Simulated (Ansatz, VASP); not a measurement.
# PtSe2 in two plane-wave programs

Wanted: the spread between two codes on one cell, functional and k mesh. Of the first pair: The structure shown is the start of the Ansatz relaxation below; VASP solves that cell, so the two are compared at the walk's first step.

Calculated with Ansatz 0.2.0; plane waves, with VASP 6.6.1 beside it; single point at PBE with D3(BJ).

## 1. Set-up

The cell holds 18 atoms: 6 Pt and 12 Se. Its edges and angles: a = 3.730 Å, b = 3.730 Å, c = 79.800 Å, α = 90.0°, β = 90.0°, γ = 120.0°. Vacuum lies along c. The height across the vacuum is the one that the program set for its solve, not the one typed.

## 2. Ansatz: relaxation, PBE with D3(BJ)

Ansatz runs on its PAW soft_1 files.

The two programs are compared at the cell with which this relaxation starts, whose forces are those of its first step.

input.yaml reads:

```yaml
crystal:
  lattice:
    - [3.73, 0.0, 0.0]
    - [-1.865, 3.23027, 0.0]
    - [0.0, 0.0, 44.0]
  atoms:
    - { symbol: Pt, position: [0.0, 0.0, 0.211364] }
    - { symbol: Se, position: [0.333333, 0.666667, 0.240909] }
    - { symbol: Se, position: [0.666667, 0.333333, 0.181818] }
    - { symbol: Pt, position: [0.0, 0.0, 0.326818] }
    - { symbol: Se, position: [0.333333, 0.666667, 0.356364] }
    - { symbol: Se, position: [0.666667, 0.333333, 0.297273] }
    - { symbol: Pt, position: [0.0, 0.0, 0.442273] }
    - { symbol: Se, position: [0.333333, 0.666667, 0.471818] }
    - { symbol: Se, position: [0.666667, 0.333333, 0.412727] }
    - { symbol: Pt, position: [0.0, 0.0, 0.557727] }
    - { symbol: Se, position: [0.333333, 0.666667, 0.587273] }
    - { symbol: Se, position: [0.666667, 0.333333, 0.528182] }
    - { symbol: Pt, position: [0.0, 0.0, 0.673182] }
    - { symbol: Se, position: [0.333333, 0.666667, 0.702727] }
    - { symbol: Se, position: [0.666667, 0.333333, 0.643636] }
    - { symbol: Pt, position: [0.0, 0.0, 0.788636] }
    - { symbol: Se, position: [0.333333, 0.666667, 0.818182] }
    - { symbol: Se, position: [0.666667, 0.333333, 0.759091] }
  periodic: [true, true, false]
kpoints:
  mp_grid: { grid: [9, 9, 1] }
hamiltonian:
  xc: pbe
  dispersion: d3bj
  pseudopotentials: { kind: paw, azcp: { folder: soft_1 } }
scf:
  occupations: { method: gaussian, width: 0.02 }
output:
  forces: true
  stress: true
  eigenvalues: true
relax:
  adjacent_minimum: "off"
  f_tol: 0.004
  max_steps: 80
  cell: { stress_2d_tol: 0.01 }
```

Launch:

```console
$ ansatz run input.yaml --threads 8 --pin off --max-ram 20480MiB --backend cpu --events-out ev --progress --plain --runs-dir out
```

Numbers of over 12 decimals in the logs are rounded to 6 here.

Output:

```text
Warning: crystal.periodic: the lattice vector that does not repeat stood 0.000° off the slab's normal, 44.000 Å along it as the deck builds it. The run solves the slab on a vector along the normal, 79.800 Å long, with every atom where it was (on the deck's vector they left 16.00 Å outside them, and the widest stretch free of ions among them is 2.48 Å). A fractional position that the run reports is one of the run's ce [...]
[...]
k-point 1: bands = ["-104.2316", "-104.2316", "-104.2299", "-104.2299", "-104.1981", "-104.1981", "-58.4029", "-58.4029", "-58.4026", "-58.4026", "-58.4022", "-58.4022", "-58.4019", "-58.4019", "-58.3637", "-58.3637", "-58.3630", "-58.3630", "-58.3202", "-58.3202", "-58.3198", "-58.3198", "-58.2772", "-58.2772", "-53.3718", "-53.3718", "-53.3718", "-53.3717", "-53.3685", "-53.3684", "-53.3678", "-53.3676", "-53.363 [...]
  k-point 2: bands = ["-104.2315", "-104.2315", "-104.2298", "-104.2298", "-104.1980", "-104.1980", "-58.4054", "-58.4054", "-58.4051", "-58.4051", "-58.4029", "-58.4029", "-58.4026", "-58.4026", "-58.3662", "-58.3662", "-58.3637", "-58.3637", "-58.3201", "-58.3201", "-58.3197", "-58.3196", "-58.2771", "-58.2771", "-53.3717", "-53.3717", "-53.3717", "-53.3716", "-53.3687", "-53.3684", "-53.3679", "-53.3676", "-53.363 [...]
  k-point 11: bands = ["-104.2314", "-104.2314", "-104.2297", "-104.2297", "-104.1979", "-104.1979", "-58.4080", "-58.4080", "-58.4080", "-58.4080", "-58.4077", "-58.4077", "-58.4077", "-58.4077", "-58.3688", "-58.3688", "-58.3688", "-58.3688", "-58.3197", "-58.3197", "-58.3193", "-58.3193", "-58.2767", "-58.2767", "-53.3717", "-53.3717", "-53.3716", "-53.3715", "-53.3684", "-53.3682", "-53.3682", "-53.3669", "-53.36 [...]
  ° read free of the cell's end (the report's vacuum.weakly_bound_levels)
  °? not known for the slab's own: over its row's bound_up_to_ev there, or no deeper under its free states than its continued_xc_part_ev in size
--- Relaxed structure (8 steps of the walk, 7 accepted, 1 SCFs on fresh bases) ---
  F+E_penalty+E_count = -140792.11195149 eV   max|allowed force component| = 3.981e-4 eV/Å   (the final SCF, on the basis selected at the relaxed cell)
  cell:  # Å, volume = 976.8323 Å³
    - [3.759613, 0, 0]
    - [-1.879807, 3.255921, 0]
    - [0, 0, 79.800032]
  atoms:
    - { symbol: Pt, position: [-1.662826413129149e-17, 6.651305652516565e-18, 0.123817] }
    - { symbol: Se, position: [0.333333, 0.666667, 0.139795] }
    - { symbol: Se, position: [0.666667, 0.333333, 0.107427] }
    - { symbol: Pt, position: [-1.0397547898021204e-17, 4.1590191592084694e-18, 0.184750] }
    - { symbol: Se, position: [0.333333, 0.666667, 0.200889] }
    - { symbol: Se, position: [0.666667, 0.333333, 0.168627] }
    - { symbol: Pt, position: [-3.39862990559759e-18, 1.3594519622390293e-18, 0.245347] }
    - { symbol: Se, position: [0.333333, 0.666667, 0.261476] }
    - { symbol: Se, position: [0.666667, 0.333333, 0.229226] }
    - { symbol: Pt, position: [3.3986299055975888e-18, -1.3594519622390305e-18, 0.306032] }
    - { symbol: Se, position: [0.333333, 0.666667, 0.322152] }
    - { symbol: Se, position: [0.666667, 0.333333, 0.289903] }
    - { symbol: Pt, position: [1.0397547898021204e-17, -4.1590191592084694e-18, 0.366629] }
    - { symbol: Se, position: [0.333333, 0.666667, 0.382751] }
    - { symbol: Se, position: [0.666667, 0.333333, 0.350489] }
    - { symbol: Pt, position: [1.6628264131291493e-17, -6.651305652516565e-18, 0.427561] }
    - { symbol: Se, position: [0.333333, 0.666667, 0.443951] }
    - { symbol: Se, position: [0.666667, 0.333333, 0.411583] }
```

## 3. VASP: single point, PBE with D3(BJ), start cell, pair 1

The same cell, functional, mesh and smearing now go to VASP, with its own data sets.

Lines of VASP's logs that name or quote its potential files are left out, and so is its time.

INCAR reads:

```
SYSTEM = PtSe2
PREC = Accurate
ENCUT = 400
EDIFF = 1E-06
NELM = 120
ISMEAR = 0
SIGMA = 0.02
LREAL = .FALSE.
ALGO = Normal
GGA = PE
IVDW = 12
NBANDS = 84
LASPH = .TRUE.
LORBIT = 11
LWAVE = .FALSE.
LCHARG = .FALSE.
ISIF = 2
LDIPOL = .TRUE.
IDIPOL = 3
DIPOL = 0.5 0.5 0.276
LVHAR = .TRUE.
GGA_COMPAT = .FALSE.
NELMDL = -8
KPAR = 4
```

POSCAR reads:

```
PtSe2
1.0
    3.7299970000      0.0000000000      0.0000000000
   -1.8649990000      3.2302720000      0.0000000000
    0.0000000000      0.0000000000     79.8000320000
Pt Se
6 12
Direct
    0.0000000000      0.0000000000      0.1165415072
    0.0000000000      0.0000000000      0.1802003288
    0.0000000000      0.0000000000      0.2438597018
    0.0000000000      0.0000000000      0.3075185234
    0.0000000000      0.0000000000      0.3711778964
    0.0000000000      0.0000000000      0.4348367179
    0.3333333333      0.6666666667      0.1328319769
    0.6666666667      0.3333333333      0.1002504862
    0.3333333333      0.6666666667      0.1964913499
    0.6666666667      0.3333333333      0.1639098592
    0.3333333333      0.6666666667      0.2601501715
    0.6666666667      0.3333333333      0.2275686808
    0.3333333333      0.6666666667      0.3238095444
    0.6666666667      0.3333333333      0.2912280537
    0.3333333333      0.6666666667      0.3874683660
    0.6666666667      0.3333333333      0.3548868753
    0.3333333333      0.6666666667      0.4511277390
    0.6666666667      0.3333333333      0.4185462483
```

KPOINTS reads:

```
Automatic mesh
0
Gamma
9 9 1
0 0 0
```

Potentials, in the order of the species: Pt and Se (PBE family, release 64).

Launch:

```console
$ mpirun -np 4 vasp_std
```

Output:

```text
[banner, memory and clock lines left out]
running    4 mpi-ranks, on    1 nodes
 distrk:  each k-point on    1 cores,    4 groups
 distr:  one band on    1 cores,    1 groups

 POSCAR found type information on POSCAR PtSe
 POSCAR found :  2 types and      18 ions
|                                                                             |
|               ----> ADVICE to this user running VASP <----                  |
|                                                                             |
|     You have a (more or less) 'large supercell' and for larger cells it     |
|     might be more efficient to use real-space projection operators.         |
|     Therefore, try LREAL= Auto in the INCAR file.                           |
|     Mind: For very accurate calculation, you might also keep the            |
|     reciprocal projection scheme (i.e. LREAL=.FALSE.).                      |
|                                                                             |

 LDA part: xc-table for (Slater+PW92), standard interpolation
|                                                                             |
|           W    W    AA    RRRRR   N    N  II  N    N   GGGG   !!!           |
|           W    W   A  A   R    R  NN   N  II  NN   N  G    G  !!!           |
|           W    W  A    A  R    R  N N  N  II  N N  N  G       !!!           |
|           W WW W  AAAAAA  RRRRR   N  N N  II  N  N N  G  GGG   !            |
|           WW  WW  A    A  R   R   N   NN  II  N   NN  G    G                |
|           W    W  A    A  R    R  N    N  II  N    N   GGGG   !!!           |
|                                                                             |
|     One of the lattice vectors is very long (>50 A), but AMIN is rather     |
|     large. This can spoil convergence since charge sloshing might occur     |
|     along the long lattice vector. If problems with convergence are         |
|     observed, try to decrease AMIN to a smaller value (e.g. 0.01).          |
|     Note: This warning only applies if the self-consistency cycle is        |
|     used.                                                                   |
|                                                                             |

 POSCAR, INCAR and KPOINTS ok, starting setup
 FFT: planning ... GRIDC
 FFT: planning ... GRID_SOFT
 FFT: planning ... GRID
 WAVECAR not read
 entering main loop
       N       E                     dE             d eps       ncg     rms          rms(c)
DAV:   1     0.941409019171E+03    0.94141E+03   -0.43396E+04  2072   0.101E+03
DAV:   2     0.212704439283E+02   -0.92014E+03   -0.87758E+03  2740   0.224E+02
DAV:   3    -0.866934691646E+02   -0.10796E+03   -0.10523E+03  2360   0.800E+01
DAV:   4    -0.900465082512E+02   -0.33530E+01   -0.32979E+01  2472   0.150E+01
DAV:   5    -0.901386057920E+02   -0.92098E-01   -0.91497E-01  2496   0.238E+00
DAV:   6    -0.901419538332E+02   -0.33480E-02   -0.33450E-02  2536   0.461E-01
DAV:   7    -0.901420993384E+02   -0.14551E-03   -0.14547E-03  2688   0.887E-02
DAV:   8    -0.901421026991E+02   -0.33607E-05   -0.33597E-05  2424   0.136E-02    0.304E+01
DAV:   9    -0.866147497120E+02    0.35274E+01   -0.25143E+01  2120   0.241E+01    0.188E+01
DAV:  10    -0.858499212332E+02    0.76483E+00   -0.87726E+00  2112   0.154E+01    0.760E+00
DAV:  11    -0.856328938640E+02    0.21703E+00   -0.20188E+00  2380   0.923E+00    0.287E+00
DAV:  12    -0.856790839531E+02   -0.46190E-01   -0.40192E+00  2716   0.946E+00    0.221E+00
DAV:  13    -0.853845710668E+02    0.29451E+00   -0.21008E+00  2632   0.620E+00    0.616E-01
DAV:  14    -0.853933879740E+02   -0.88169E-02   -0.17946E-01  2232   0.137E+00    0.457E-01
[...]
DAV:  27    -0.853907744442E+02   -0.48392E-05   -0.88000E-07  1424   0.415E-03    0.539E-03
DAV:  28    -0.853907767966E+02   -0.23524E-05   -0.85036E-07  1380   0.387E-03    0.379E-03
DAV:  29    -0.853907788321E+02   -0.20355E-05   -0.52409E-07  1256   0.221E-03    0.180E-03
DAV:  30    -0.853907831287E+02   -0.42966E-05   -0.31675E-07  1368   0.214E-03    0.159E-03
DAV:  31    -0.853907865767E+02   -0.34480E-05   -0.14176E-07  1348   0.918E-04    0.151E-03
DAV:  32    -0.853907902832E+02   -0.37064E-05   -0.18539E-07  1396   0.630E-04    0.172E-03
DAV:  33    -0.853907917872E+02   -0.15040E-05   -0.61754E-08  1336   0.107E-03    0.163E-03
DAV:  34    -0.853907923890E+02   -0.60187E-06   -0.28412E-08  1288   0.412E-04
   1 F= -.93354705E+02 E0= -.93353651E+02  d E =-.210882E-02
```

From OUTCAR (step 3):

```text
ion  position               nearest neighbor table
   1  0.000  0.000  0.117-   7 2.52   7 2.52   7 2.52   8 2.52   8 2.52   8 2.52
   2  0.000  0.000  0.180-  10 2.52  10 2.52  10 2.52   9 2.52   9 2.52   9 2.52
   3  0.000  0.000  0.244-  11 2.52  11 2.52  11 2.52  12 2.52  12 2.52  12 2.52
   4  0.000  0.000  0.308-  14 2.52  14 2.52  14 2.52  13 2.52  13 2.52  13 2.52
   5  0.000  0.000  0.371-  15 2.52  15 2.52  15 2.52  16 2.52  16 2.52  16 2.52
   6  0.000  0.000  0.435-  18 2.52  18 2.52  18 2.52  17 2.52  17 2.52  17 2.52
   7  0.333  0.667  0.133-   1 2.52   1 2.52   1 2.52
   8  0.667  0.333  0.100-   1 2.52   1 2.52   1 2.52
   9  0.333  0.667  0.196-   2 2.52   2 2.52   2 2.52
  10  0.667  0.333  0.164-   2 2.52   2 2.52   2 2.52
  11  0.333  0.667  0.260-   3 2.52   3 2.52   3 2.52
  12  0.667  0.333  0.228-   3 2.52   3 2.52   3 2.52
  13  0.333  0.667  0.324-   4 2.52   4 2.52   4 2.52
  14  0.667  0.333  0.291-   4 2.52   4 2.52   4 2.52
  15  0.333  0.667  0.387-   5 2.52   5 2.52   5 2.52
  16  0.667  0.333  0.355-   5 2.52   5 2.52   5 2.52
  17  0.333  0.667  0.451-   6 2.52   6 2.52   6 2.52
  18  0.667  0.333  0.419-   6 2.52   6 2.52   6 2.52

  LATTYP: Found a hexagonal cell.
 ALAT       =     3.7299970000
 C/A-ratio  =    21.3941276628

 Subroutine GETGRP returns: Found 12 space group operations
 (whereof  6 operations were pure point group operations)

The static configuration has the point symmetry C_3v.
 The point group associated with its full space group is D_3d.

 Found     12 irreducible k-points:

   k-points           NKPTS =     12   k-points in BZ     NKDIM =     12   number of bands    NBANDS=     84

   dimension x,y,z NGX =    24 NGY =   24 NGZ =  540
   dimension x,y,z NGXF=    48 NGYF=   48 NGZF= 1080

   ENCUT  =  400.0 eV  29.40 Ry    5.42 a.u.   6.08  6.08130.13*2*pi/ulx,y,z

   NELECT =     132.0000    total number of electrons

 k-points in reciprocal lattice and weights: Automatic mesh
   0.00000000  0.00000000  0.00000000       0.012
   0.11111111  0.00000000  0.00000000       0.074
   0.22222222  0.00000000  0.00000000       0.074
   0.33333333 -0.00000000  0.00000000       0.074
   0.44444444  0.00000000  0.00000000       0.074
   0.11111111  0.11111111  0.00000000       0.074
   0.22222222  0.11111111  0.00000000       0.148
   0.33333333  0.11111111  0.00000000       0.148
   0.44444444  0.11111111  0.00000000       0.074
   0.22222222  0.22222222  0.00000000       0.074
   0.33333333  0.22222222  0.00000000       0.148
   0.33333333  0.33333333  0.00000000       0.025

 dipolmoment           0.000000      0.000000      0.000001 electrons x Angstroem

 average (electrostatic) potential at core
       1 -75.5886       2 -75.6297       3 -75.6335       4 -75.6335       5 -75.6297
       6 -75.5886       7 -59.7055       8 -59.5330       9 -59.7495      10 -59.7415
      11 -59.7663      12 -59.7650      13 -59.7650      14 -59.7663      15 -59.7415
      16 -59.7494      17 -59.5330      18 -59.7055

 E-fermi :  -0.4225

 k-point     1 :       0.0000    0.0000    0.0000
  band No.  band energies     occupation
    ...
     61      -1.5163      2.00000
     62      -1.4870      2.00000
     63      -1.4870      2.00000
     64      -1.1288      2.00000
     65      -0.6007      2.00000
     66      -0.1944      0.00000
     67       0.8963      0.00000
     68       0.8963      0.00000
     69       1.0569      0.00000
     70       1.0569      0.00000
    ...

 k-point     2 :       0.1111    0.0000    0.0000
  band No.  band energies     occupation
    ...
     62      -1.0295      2.00000
     63      -0.8637      2.00000
     64      -0.8071      2.00000
     65      -0.6220      2.00000
     66      -0.4141      0.55599
     67       0.4608      0.00000
     68       0.6165      0.00000
     69       0.6626      0.00000
     70       0.7254      0.00000
     71       0.7842      0.00000
    ...

 k-point     3 :       0.2222    0.0000    0.0000
  band No.  band energies     occupation
    ...
     62      -1.6523      2.00000
     63      -1.6428      2.00000
     64      -1.4273      2.00000
     65      -1.0935      2.00000
     66      -0.7445      2.00000
     67      -0.2448      0.00000
     68      -0.1087      0.00000
     69       0.1560      0.00000
     70       0.3951      0.00000
     71       0.5134      0.00000
    ...

 Edisp (eV)   -7.96391

  Total       2.48302     2.48302    -1.00095    -0.00000     0.00000    -0.00000
  in kB       4.13752     4.13752    -1.66790    -0.00000     0.00000    -0.00000
  external pressure =        2.20 kB  Pullay stress =        0.00 kB

  energy-cutoff  :      400.00
  volume of cell :      961.50
      direct lattice vectors                 reciprocal lattice vectors
     3.729997000  0.000000000  0.000000000     0.268096730  0.154785769  0.000000000
    -1.864999000  3.230272000  0.000000000     0.000000000  0.309571454  0.000000000
     0.000000000  0.000000000 79.800032000     0.000000000  0.000000000  0.012531323

 POSITION                                       TOTAL-FORCE (eV/Angst)
 -----------------------------------------------------------------------------------
      0.00000      0.00000      9.30002        -0.000000     -0.000000      0.275674
      0.00000      0.00000     14.37999        -0.000000     -0.000000      0.012016
      0.00000      0.00000     19.46001        -0.000000     -0.000000     -0.001668
      0.00000      0.00000     24.53999        -0.000000     -0.000000      0.001668
      0.00000      0.00000     29.62001        -0.000000      0.000000     -0.012016
      0.00000      0.00000     34.69998        -0.000000     -0.000000     -0.275674
     -0.00000      2.15351     10.60000         0.000000     -0.000000      0.040915
      1.86500      1.07676      7.99999         0.000000     -0.000000     -0.220721
     -0.00000      2.15351     15.68002         0.000000      0.000000      0.156449
      1.86500      1.07676     13.08001        -0.000000     -0.000000     -0.126427
     -0.00000      2.15351     20.75999         0.000000     -0.000000      0.159563
      1.86500      1.07676     18.15999         0.000000     -0.000000     -0.156801
     -0.00000      2.15351     25.84001        -0.000000      0.000000      0.156801
      1.86500      1.07676     23.24001        -0.000000      0.000000     -0.159563
     -0.00000      2.15351     30.91999         0.000000     -0.000000      0.126427
      1.86500      1.07676     28.31998         0.000000     -0.000000     -0.156449
     -0.00000      2.15351     36.00001        -0.000000      0.000000      0.220721
      1.86500      1.07676     33.40000        -0.000000      0.000000     -0.040915
 -----------------------------------------------------------------------------------
    total drift:                               -0.000000      0.000000     -0.000023

  FREE ENERGIE OF THE ION-ELECTRON SYSTEM (eV)
  ---------------------------------------------------
  free  energy   TOTEN  =       -93.3547054661 eV

  energy  without entropy=      -93.3525966447  energy(sigma->0) =      -93.35365106

 vacuum level on the upper side and lower side of the slab         4.258         4.258

 total charge
# of ion       s       p       d       tot
------------------------------------------
    1        0.678   0.697   8.009   9.384
    2        0.679   0.694   8.021   9.394
    3        0.679   0.693   8.023   9.395
    4        0.679   0.693   8.023   9.395
    5        0.679   0.694   8.021   9.394
    6        0.678   0.697   8.009   9.384
    7        1.485   2.233   0.066   3.784
    8        1.477   2.250   0.058   3.785
    9        1.486   2.232   0.066   3.784
   10        1.486   2.232   0.066   3.784
   11        1.486   2.231   0.067   3.783
   12        1.486   2.231   0.067   3.783
   13        1.486   2.231   0.067   3.783
   14        1.486   2.231   0.067   3.783
   15        1.486   2.232   0.066   3.784
   16        1.486   2.232   0.066   3.784
   17        1.477   2.250   0.058   3.785
   18        1.485   2.233   0.066   3.784
--------------------------------------------------
tot         21.885  30.984  48.884 101.753

[... 3 further parts left out ...]
```

The run ends at a pressure of 0.22 GPa, with forces up to 0.28 eV/Å.

## 4. Comparison

Known differences besides the potentials themselves: Ansatz cuts the interaction across the vacuum, VASP repeats the sheet with a dipole correction; the data sets hold 300 valence electrons in Ansatz (on its PAW soft_1 files) and 132 in VASP; Ansatz takes its cutoff from its data sets, VASP runs at 400 eV. Total energies have different zeros and are not compared.

Forces on 8 of the 18 atoms, those with the largest forces and the largest differences (eV/Å; atoms numbered as in POSCAR):

| atom | Ansatz x, y, z | VASP x, y, z |
| --- | --- | --- |
| Pt1 | 0.000, 0.000, 0.275 | 0.000, 0.000, 0.276 |
| Pt6 | 0.000, 0.000, -0.275 | 0.000, 0.000, -0.276 |
| Se8 | 0.000, 0.000, -0.219 | 0.000, 0.000, -0.221 |
| Se9 | 0.000, 0.000, 0.148 | 0.000, 0.000, 0.156 |
| Se11 | 0.000, 0.000, 0.150 | 0.000, 0.000, 0.160 |
| Se12 | 0.000, 0.000, -0.149 | 0.000, 0.000, -0.157 |
| Se14 | 0.000, 0.000, -0.150 | 0.000, 0.000, -0.160 |
| Se17 | 0.000, 0.000, 0.219 | 0.000, 0.000, 0.221 |

The forces differ by 3.2 meV/Å r.m.s., which is 3.5 % of the r.m.s. force of 0.090 eV/Å (both taken over all components). With vacuum in the cell, a pressure given here is an average over mostly empty space and none of the material.

(Continued in part 2 of 2.)

[Lines on the potential files, build, host, timing and source positions are cut from VASP's logs without a mark.]

[Logs are printed without paths, hosts, clocks, repeated set-up lines and the standing remarks that a program may print on its own settings, such as how far it seeks lower states.]

[Hosts, paths, dates, database ids (printed as entryN), source tags and the programs' standing remarks are cut or masked in the printed files.]
